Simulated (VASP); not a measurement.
Here is the system:

```yaml
crystal:
  lattice:
    - [3.75513, 0.00000, 0.00000]
    - [0.00000, 3.75513, 0.00000]
    - [0.00000, 0.00000, 3.75513]
  atoms:
    - { symbol: Sr, position: [0.00000, 0.00000, 0.00000] }
    - { symbol: V, position: [0.50000, 0.50000, 0.50000] }
    - { symbol: O, position: [0.50000, 0.00000, 0.50000] }
    - { symbol: O, position: [0.00000, 0.50000, 0.50000] }
    - { symbol: O, position: [0.50000, 0.50000, 0.00000] }
```

These are r2SCAN meta-GGA, VASP's PBE PAW potentials (set 64) (plane waves; VASP 6.6.1) values and carry that method's errors. Settings: 520 eV cut-off, 8×8×8 Γ-centred mesh, first-order Methfessel-Paxton smearing of 0.10 eV, potentials Sr_sv V_sv O.

**Question.** Give the stress tensor in GPa (positive for a compressed cell).

**Answer.** 
```
14.44   0.00   0.00
 0.00  14.44   0.00
 0.00   0.00  14.44
```
The pressure is its mean diagonal, 14.44 GPa.

The compound is SrVO3 in the cubic perovskite structure. This cell is one point of a volume scan, at 0.94 of the reference volume. The run is not spin-polarised, so no magnetic state was tried. The electron count is odd and the run is not spin-polarised, which forces a metal.
